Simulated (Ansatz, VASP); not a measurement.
# HfB2: VASP beside Ansatz

Wanted: the spread between two codes on one cell, functional and k mesh. The cell is taken from a series of runs on this material, whose earlier steps may have relaxed, scaled, displaced or heated it; both programs get it as it stands.

Main program and level: Ansatz 0.2.0; plane waves, with VASP 6.6.1 beside it; zone-centre phonons at PBEsol.

## Step 1: Starting point

Symmetry: P6/mmm, No. 191, hexagonal system. The conventional cell has a = 3.158 Å, b = 3.158 Å, c = 3.428 Å, α = 90.00°, β = 90.00°, γ = 120.00°. B has 3 B at 1.82 Å and 6 Hf at 2.50 Å nearest. Nearest to Hf lie 12 B at 2.50 Å. Farther neighbours are not listed.

## Step 2: VASP: zone-centre phonons, PBEsol

Second derivatives magnify differences that forces hide, and they need a tight electronic threshold.

Lines of VASP's logs that name or quote its potential files are left out, and so is its time.

INCAR

```
SYSTEM = HfB2
PREC = Accurate
ENCUT = 500
EDIFF = 1E-08
NELM = 120
ISMEAR = 1
SIGMA = 0.2
LREAL = .FALSE.
ALGO = Normal
GGA = PS
NBANDS = 14
LASPH = .TRUE.
LORBIT = 11
LWAVE = .FALSE.
LCHARG = .FALSE.
ISIF = 2
IBRION = 8
GGA_COMPAT = .FALSE.
KPAR = 2
```

POSCAR

```
HfB2
1.0
    3.1584279904      0.0000000000      0.0000000000
   -1.5792139952      2.7352788757      0.0000000000
    0.0000000000      0.0000000000      3.4281418098
B Hf
2 1
Direct
    0.3333333333      0.6666666667      0.5000000000
    0.6666666667      0.3333333333      0.5000000000
    0.0000000000      0.0000000000      0.0000000000
```

KPOINTS

```
Automatic mesh
0
Gamma
15 15 12
0 0 0
```

PAW data sets: B and Hf_pv (PBE family, release 64).

On the command line:

```bash
$ mpirun -np 2 vasp_std
```

Numbers of over 12 decimals in the logs are rounded to 6 here.

The log of the run:

```text
[banner, memory and clock lines left out]
running    2 mpi-ranks, on    1 nodes
 distrk:  each k-point on    1 cores,    2 groups
 distr:  one band on    1 cores,    1 groups

 POSCAR found type information on POSCAR B Hf
 POSCAR found :  2 types and       3 ions
|                                                                             |
|               ----> ADVICE to this user running VASP <----                  |
|                                                                             |
|     You enforced a specific xc type in the INCAR file but a different       |
|     [... a line on the potential file left out ...]
|     I HOPE YOU KNOW WHAT YOU ARE DOING!                                     |
|                                                                             |

 LDA part: xc-table for (Slater+PW92), standard interpolation
 POSCAR, INCAR and KPOINTS ok, starting setup
 FFT: planning ... GRIDC
 FFT: planning ... GRID_SOFT
 FFT: planning ... GRID
 WAVECAR not read
 entering main loop
       N       E                     dE             d eps       ncg     rms          rms(c)
DAV:   1     0.248390297108E+02    0.24839E+02   -0.79219E+03  5292   0.105E+03
DAV:   2    -0.284890207195E+02   -0.53328E+02   -0.50154E+02  6838   0.220E+02
DAV:   3    -0.299837451379E+02   -0.14947E+01   -0.14869E+01  7062   0.276E+01
DAV:   4    -0.299908174695E+02   -0.70723E-02   -0.70708E-02  6072   0.231E+00
DAV:   5    -0.299908622642E+02   -0.44795E-04   -0.44793E-04  7020   0.161E-01    0.545E+01
DAV:   6    -0.279705041920E+02    0.20204E+01   -0.31684E+00  6420   0.121E+01    0.392E+01
DAV:   7    -0.279273941524E+02    0.43110E-01   -0.11365E+00  6720   0.754E+00    0.104E+01
DAV:   8    -0.278578042226E+02    0.69590E-01   -0.32124E-01  6324   0.411E+00    0.158E+00
DAV:   9    -0.278537870449E+02    0.40172E-02   -0.23926E-02  6234   0.122E+00    0.369E-01
DAV:  10    -0.278536138380E+02    0.17321E-03   -0.84505E-04  6516   0.243E-01    0.254E-01
DAV:  11    -0.278536195904E+02   -0.57524E-05   -0.56465E-05  6630   0.574E-02    0.827E-02
DAV:  12    -0.278536174430E+02    0.21474E-05   -0.41849E-06  6312   0.160E-02    0.197E-02
DAV:  13    -0.278536175601E+02   -0.11708E-06   -0.20220E-07  6798   0.372E-03    0.220E-03
DAV:  14    -0.278536175703E+02   -0.10277E-07   -0.23614E-08  5992   0.124E-03    0.298E-03
DAV:  15    -0.278536175922E+02   -0.21840E-07   -0.27958E-09  2934   0.462E-04    0.832E-04
DAV:  16    -0.278536175906E+02    0.15998E-08   -0.24581E-10  2856   0.145E-04
   1 F= -.27853618E+02 E0= -.27853666E+02  d E =0.146724E-03
 Linear response reoptimize wavefunctions to high precision
DAV:   1    -0.278536175884E+02    0.21867E-08   -0.10357E-10  2988   0.907E-05
DAV:   2    -0.278536175884E+02    0.21146E-10   -0.14197E-11  2712   0.336E-05
 Linear response DOF=           4
 Linear response progress:
  Degree of freedom:   1/  4
       N       E                     dE             d eps       ncg     rms          rms(c)
RMM:   1    -0.441164606595E-01   -0.44116E-01    0.26448E-02 53231   0.114E+00
RMM:   2    -0.429777935088E-01    0.11387E-02   -0.12225E-03 38259   0.201E-01    0.277E-01
RMM:   3    -0.428771857590E-01    0.10061E-03   -0.51929E-04 34203   0.114E-01    0.148E-01
RMM:   4    -0.433634580674E-01   -0.48627E-03   -0.49645E-04 34567   0.106E-01    0.194E-02
RMM:   5    -0.433253874534E-01    0.38071E-04   -0.16589E-05 37984   0.228E-02    0.626E-03
RMM:   6    -0.433225092366E-01    0.28782E-05   -0.78918E-07 40160   0.448E-03    0.179E-03
RMM:   7    -0.433179547129E-01    0.45545E-05   -0.11434E-07 39994   0.170E-03    0.837E-04
RMM:   8    -0.433189892021E-01   -0.10345E-05   -0.11398E-08 41819   0.383E-04    0.336E-04
RMM:   9    -0.433190394530E-01   -0.50251E-07   -0.82722E-09 42016   0.988E-05    0.148E-04
RMM:  10    -0.433191433926E-01   -0.10394E-06   -0.23532E-09 39323   0.498E-05    0.180E-05
RMM:  11    -0.433191635169E-01   -0.20124E-07   -0.16091E-09 41577   0.136E-05    0.114E-05
RMM:  12    -0.433191635811E-01   -0.64277E-10    0.26232E-11 37979   0.471E-06    0.106E-05
 first order change of Fermi-energy   0.13505E-04
 force on displaced ion       1 direction 1 : -15.711  -0.001   0.000
 Linear response progress:
  Degree of freedom:   2/  4
       N       E                     dE             d eps       ncg     rms          rms(c)
RMM:   1    -0.446456361440E-01   -0.44646E-01    0.42330E-02 18351   0.126E+00
RMM:   2    -0.446628990675E-01   -0.17263E-04   -0.10500E-03 13691   0.191E-01    0.425E-01
RMM:   3    -0.445744232245E-01    0.88476E-04   -0.66260E-04 12303   0.130E-01    0.206E-01
RMM:   4    -0.449970003333E-01   -0.42258E-03   -0.36923E-04 13399   0.895E-02    0.284E-02
RMM:   5    -0.450214425300E-01   -0.24442E-04   -0.19431E-05 13691   0.271E-02    0.820E-03
RMM:   6    -0.450195764083E-01    0.18661E-05   -0.11433E-06 13870   0.604E-03    0.211E-03
RMM:   7    -0.450074476162E-01    0.12129E-04   -0.16701E-07 13105   0.222E-03    0.412E-04
RMM:   8    -0.450075030170E-01   -0.55401E-07   -0.69198E-09 14727   0.460E-04    0.121E-04
RMM:   9    -0.450073966753E-01    0.10634E-06    0.45876E-09 14925   0.108E-04    0.811E-05
RMM:  10    -0.450074884583E-01   -0.91783E-07    0.99505E-11 14870   0.344E-05    0.401E-05
RMM:  11    -0.450074098065E-01    0.78652E-07    0.39025E-10 13381   0.296E-05    0.743E-06
RMM:  12    -0.450074172723E-01   -0.74658E-08    0.12576E-09 14670   0.639E-06    0.280E-06
 first order change of Fermi-energy  -0.57818E-04
 force on displaced ion       1 direction 3 :  -0.000   0.000  -9.969
 Linear response progress:
  Degree of freedom:   3/  4
       N       E                     dE             d eps       ncg     rms          rms(c)
RMM:   1    -0.206285521238E+00   -0.20629E+00    0.46397E+00 13853   0.125E+01
RMM:   2    -0.205250129776E+00    0.10354E-02   -0.33028E-02 19233   0.125E+00    0.506E-01
RMM:   3    -0.204609226472E+00    0.64090E-03   -0.11133E-03 25433   0.168E-01    0.232E-01
RMM:   4    -0.204139560398E+00    0.46967E-03   -0.77481E-05 26451   0.541E-02    0.142E-01
RMM:   5    -0.203691738205E+00    0.44782E-03   -0.27297E-05 26517   0.372E-02    0.120E-02
RMM:   6    -0.203680646693E+00    0.11092E-04   -0.21786E-06 25957   0.103E-02    0.407E-03
RMM:   7    -0.203694435570E+00   -0.13789E-04    0.10012E-07 28044   0.249E-03    0.396E-03
RMM:   8    -0.203693880222E+00    0.55535E-06   -0.61193E-08 26935   0.605E-04    0.512E-04
RMM:   9    -0.203693473116E+00    0.40711E-06   -0.33915E-07 28288   0.249E-04    0.370E-04
RMM:  10    -0.203693755394E+00   -0.28228E-06   -0.26888E-07 27600   0.818E-05    0.139E-05
RMM:  11    -0.203693751012E+00    0.43813E-08   -0.12698E-07 28711   0.314E-05    0.228E-05
RMM:  12    -0.203693739138E+00    0.11875E-07   -0.55238E-08 25709   0.144E-05    0.135E-06
RMM:  13    -0.203693735488E+00    0.36492E-08   -0.34062E-08 21957   0.835E-06    0.211E-06
 first order change of Fermi-energy   0.63464E-04
 force on displaced ion       3 direction 1 : -14.167   0.000   0.000
 Linear response progress:
  Degree of freedom:   4/  4
       N       E                     dE             d eps       ncg     rms          rms(c)
RMM:   1    -0.226419083915E+00   -0.22642E+00    0.45262E+00  6047   0.127E+01
RMM:   2    -0.225291473494E+00    0.11276E-02   -0.38062E-02  8154   0.132E+00    0.805E-01
RMM:   3    -0.224815115690E+00    0.47636E-03   -0.20495E-03 10653   0.206E-01    0.406E-01
RMM:   4    -0.224400397105E+00    0.41472E-03   -0.20321E-04 10218   0.744E-02    0.163E-01
RMM:   5    -0.224157840066E+00    0.24256E-03   -0.25981E-05 10677   0.321E-02    0.245E-02
RMM:   6    -0.224096981792E+00    0.60858E-04   -0.27163E-06 10738   0.992E-03    0.438E-03
RMM:   7    -0.224110311757E+00   -0.13330E-04    0.99530E-06 11470   0.315E-03    0.469E-03
RMM:   8    -0.224106237481E+00    0.40743E-05    0.21962E-05 11662   0.916E-04    0.122E-03
RMM:   9    -0.224105085676E+00    0.11518E-05    0.11225E-05 11611   0.340E-04    0.127E-04
RMM:  10    -0.224104959722E+00    0.12595E-06    0.54410E-06 12252   0.132E-04    0.696E-05
RMM:  11    -0.224104893321E+00    0.66402E-07    0.26417E-06 12129   0.559E-05    0.634E-05
RMM:  12    -0.224104887729E+00    0.55911E-08    0.13079E-06 11586   0.299E-05    0.996E-06
RMM:  13    -0.224104880546E+00    0.71830E-08    0.68199E-07 10133   0.152E-05    0.963E-06
RMM:  14    -0.224104867220E+00    0.13326E-07    0.35770E-07  9322   0.917E-06    0.312E-06
RMM:  15    -0.224104867206E+00    0.14821E-10    0.18507E-07  6885   0.541E-06    0.136E-06
RMM:  16    -0.224104862643E+00    0.45627E-08    0.98024E-08  6855   0.397E-06    0.674E-07
 first order change of Fermi-energy   0.20515E-03
 force on displaced ion       3 direction 3 :   0.000  -0.000 -15.849
 Linear response finished
```

Parts of OUTCAR (step 2):

```text
ion  position               nearest neighbor table
   1  0.333  0.667  0.500-   2 1.82   2 1.82   2 1.82   3 2.50   3 2.50   3 2.50   3 2.50   3 2.50
                             3 2.50
   2  0.667  0.333  0.500-   1 1.82   1 1.82   1 1.82   3 2.50   3 2.50   3 2.50   3 2.50   3 2.50
                             3 2.50
   3  0.000  0.000  0.000-   1 2.50   2 2.50   1 2.50   2 2.50   1 2.50   1 2.50   2 2.50   2 2.50
                             2 2.50   2 2.50   1 2.50   1 2.50

  LATTYP: Found a hexagonal cell.
 ALAT       =     3.1584279904
 C/A-ratio  =     1.0853949560

 Subroutine GETGRP returns: Found 24 space group operations
 (whereof 24 operations were pure point group operations)

The static configuration has the point symmetry D_6h.

 Found    189 irreducible k-points:

   k-points           NKPTS =    189   k-points in BZ     NKDIM =    189   number of bands    NBANDS=     14

   dimension x,y,z NGX =    24 NGY =   24 NGZ =   28
   dimension x,y,z NGXF=    48 NGYF=   48 NGZF=   56

   ENCUT  =  500.0 eV  36.75 Ry    6.06 a.u.   5.76  5.76  6.25*2*pi/ulx,y,z

   NELECT =      16.0000    total number of electrons

 k-points in reciprocal lattice and weights: Automatic mesh
   0.00000000  0.00000000  0.00000000       0.000
   0.06666667  0.00000000  0.00000000       0.002
   0.13333333  0.00000000  0.00000000       0.002
   0.20000000  0.00000000  0.00000000       0.002
   0.26666667  0.00000000  0.00000000       0.002
   0.33333333 -0.00000000  0.00000000       0.002
   0.40000000  0.00000000  0.00000000       0.002
   0.46666667  0.00000000  0.00000000       0.002
   0.06666667  0.06666667  0.00000000       0.002
[...]
0.33333333  0.26666667  0.50000000       0.004
   0.33333333  0.33333333  0.50000000       0.001

 average (electrostatic) potential at core
       1 -25.2175       2 -25.2175       3 -34.0661

  Total       -1.1246694     -1.1246694      0.0275176      0.0000000     -0.0000000     -0.0000000
  in kB      -60.8420835    -60.8420835      1.4886379      0.0000000     -0.0000000     -0.0000000
  external PRESSURE =     -40.0651763 kB  Pullay stress =       0.0000000 kB

  energy-cutoff  :      500.00
  volume of cell :       29.62
      direct lattice vectors                 reciprocal lattice vectors
     3.158427990  0.000000000  0.000000000     0.316613202  0.182796718  0.000000000
    -1.579213995  2.735278876  0.000000000     0.000000000  0.365593435  0.000000000
     0.000000000  0.000000000  3.428141810     0.000000000  0.000000000  0.291703219

 POSITION                                       TOTAL-FORCE (eV/Angst)
 -----------------------------------------------------------------------------------
     -0.00000      1.82352      1.71407         0.000000     -0.000000      0.000000
      1.57921      0.91176      1.71407        -0.000000      0.000000      0.000000
      0.00000      0.00000      0.00000         0.000000      0.000000      0.000000
 -----------------------------------------------------------------------------------
    total drift:                               -0.000000      0.000000      0.000000

 Eigenvectors and eigenvalues of the dynamical matrix
 ----------------------------------------------------

   1 f  =   23.455934 THz   147.377979 2PiTHz  782.405733 cm-1    97.005904 meV
             X         Y         Z           dx          dy          dz
     -0.000000  1.823519  1.714071     0.707107    0.000000   -0.000000
      1.579214  0.911760  1.714071    -0.707107   -0.000000    0.000000
      0.000000  0.000000  0.000000    -0.000000   -0.000000    0.000000

   2 f  =   23.455934 THz   147.377979 2PiTHz  782.405733 cm-1    97.005904 meV
             X         Y         Z           dx          dy          dz
     -0.000000  1.823519  1.714071    -0.000000    0.707107   -0.000000
      1.579214  0.911760  1.714071    -0.000000   -0.707107    0.000000
      0.000000  0.000000  0.000000     0.000000    0.000000    0.000000

   3 f  =   16.483400 THz   103.568259 2PiTHz  549.827054 cm-1    68.169836 meV
             X         Y         Z           dx          dy          dz
     -0.000000  1.823519  1.714071     0.000000    0.000000    0.707107
      1.579214  0.911760  1.714071     0.000000   -0.000000   -0.707107
      0.000000  0.000000  0.000000     0.000000   -0.000000    0.000000

   4 f  =   14.167973 THz    89.020003 2PiTHz  472.592726 cm-1    58.594004 meV
             X         Y         Z           dx          dy          dz
     -0.000000  1.823519  1.714071     0.000000   -0.000000   -0.667789
      1.579214  0.911760  1.714071     0.000000   -0.000000   -0.667789
      0.000000  0.000000  0.000000    -0.000000    0.000000    0.328809

   5 f  =   13.400100 THz    84.195310 2PiTHz  446.979217 cm-1    55.418335 meV
             X         Y         Z           dx          dy          dz
     -0.000000  1.823519  1.714071    -0.667820   -0.000000    0.000000
      1.579214  0.911760  1.714071    -0.667820    0.000000   -0.000000
      0.000000  0.000000  0.000000     0.328684   -0.000000    0.000000

   6 f  =   13.400100 THz    84.195310 2PiTHz  446.979217 cm-1    55.418335 meV
             X         Y         Z           dx          dy          dz
     -0.000000  1.823519  1.714071    -0.000000    0.667820   -0.000000
      1.579214  0.911760  1.714071    -0.000000    0.667820   -0.000000
      0.000000  0.000000  0.000000     0.000000   -0.328684    0.000000

   7 f/i=    0.000359 THz     0.002255 2PiTHz    0.011972 cm-1     0.001484 meV
             X         Y         Z           dx          dy          dz
     -0.000000  1.823519  1.714071     0.232291    0.007559   -0.000000
      1.579214  0.911760  1.714071     0.232291    0.007559   -0.000000
      0.000000  0.000000  0.000000     0.943940    0.030718   -0.000000

   8 f/i=    0.000359 THz     0.002255 2PiTHz    0.011972 cm-1     0.001484 meV
             X         Y         Z           dx          dy          dz
     -0.000000  1.823519  1.714071     0.007559   -0.232291    0.000000
      1.579214  0.911760  1.714071     0.007559   -0.232291    0.000000
      0.000000  0.000000  0.000000     0.030718   -0.943940    0.000000

   9 f/i=    0.001500 THz     0.009427 2PiTHz    0.050044 cm-1     0.006205 meV
             X         Y         Z           dx          dy          dz
     -0.000000  1.823519  1.714071    -0.000000    0.000000    0.232503
      1.579214  0.911760  1.714071    -0.000000    0.000000    0.232503
      0.000000  0.000000  0.000000    -0.000000    0.000000    0.944397

 ELASTIC MODULI CONTR FROM IONIC RELAXATION (kBar)
 Direction    XX          YY          ZZ          XY          YZ          ZX
 --------------------------------------------------------------------------------
 XX          -9.9482      9.9482     -0.0000      0.0000      0.0000      0.0000
 YY           9.9482     -9.9482      0.0000     -0.0000     -0.0000      0.0000
 ZZ          -0.0000      0.0000     -0.0000      0.0000      0.0000      0.0000
 XY           0.0000     -0.0000      0.0000     -9.9482     -0.0000      0.0000
 YZ           0.0000     -0.0000      0.0000     -0.0000     -0.0000      0.0000
 ZX           0.0000      0.0000      0.0000      0.0000      0.0000      0.0000
 --------------------------------------------------------------------------------
```

(Continued in part 2 of 2.)

[Lines on the potential files, build, host, timing and source positions are cut from VASP's logs without a mark.]

[Logs are printed without paths, hosts, clocks, repeated set-up lines and the standing remarks that a program may print on its own settings, such as how far it seeks lower states.]

[Hosts, paths, dates, database ids (printed as entryN), source tags and the programs' standing remarks are cut or masked in the printed files.]
